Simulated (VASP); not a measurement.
MgC2:

```xyz
6
Lattice="3.9508 0.0000 0.0000 0.0000 3.9508 0.0000 0.0000 0.0000 4.9871" Properties=species:S:1:pos:R:3 pbc="T T T"
Mg    1.9754    1.9754    0.0000
Mg    0.0000    0.0000    2.4935
C     3.5069    3.5069    0.0000
C     2.4192    1.5315    2.4935
C     0.4439    0.4439    0.0000
C     1.5315    2.4192    2.4935
```

The cell comes from a database or a generator and needn't be the stable form of this composition.

| Item | Value |
| --- | --- |
| Program | VASP 6.6.1 |
| Task | relaxation of cell and atoms |
| Functional | LDA |
| Potentials or basis | VASP PAW LDA potentials, release 64 (Mg, C) |
| Cutoff | 600 eV |
| k mesh | 6 × 6 × 6 |
| Occupations | gaussian, width 0.02 eV |
| Spin | no spin polarisation |

At the start: pressure -6.0 GPa; volume 12.97 Å³/atom.

Problem. Where does the relaxation end?

Solution. Over 22 steps the energy falls by 16.2 meV/atom and the volume is 12.08 Å³/atom (-6.9 %); space group P4_2/mnm (No. 136, to 0.05 Å).

Step by step:
```
step  energy change (eV)  largest force (eV/Å)  pressure (GPa)  volume (Å³)
   1              0.0000                0.3793           -6.00        77.84
   2              0.2150                5.6897            8.50        72.50
   3             -0.0349                1.0323           -2.56        76.32
   4             -0.0917                0.0294           -0.53        73.28
   5             -0.0925                0.0964           -0.24        72.90
   6             -0.0938                0.1117            0.35        72.62
   7             -0.0938                0.1666            0.50        72.55
   8             -0.0945                0.1243            0.49        72.47
   9             -0.0959                0.0022            0.49        72.25
  10             -0.0950                0.2518            0.51        71.80
  11             -0.0961                0.0807            0.49        72.11
  12             -0.0965                0.0414            0.50        72.12
  13             -0.0970                0.0775            0.52        72.17
  14             -0.0973                0.0298            0.22        72.25
  15             -0.0973                0.0501            0.16        72.27
  16             -0.0974                0.0244            0.12        72.33
  17             -0.0974                0.0357            0.00        72.46
  18             -0.0974                0.0006            0.07        72.38
  19             -0.0974                0.0015            0.06        72.39
  20             -0.0975                0.0080            0.01        72.43
  21             -0.0975                0.0213           -0.07        72.49
  22             -0.0975                0.0039           -0.04        72.49
```

Final structure:
```
Mg C
1.0
     3.87818    0.00000    0.00000
     0.00000    3.87818    0.00000
     0.00000    0.00000    4.82002
Mg C
2 4
Direct
  0.50000 0.50000 0.00000
  0.00000 0.00000 0.50000
  0.88647 0.88647 0.00000
  0.61353 0.38647 0.50000
  0.11353 0.11353 0.00000
  0.38647 0.61353 0.50000
```

Caveat: the standard files for N, O and F lose accuracy on very short bonds.
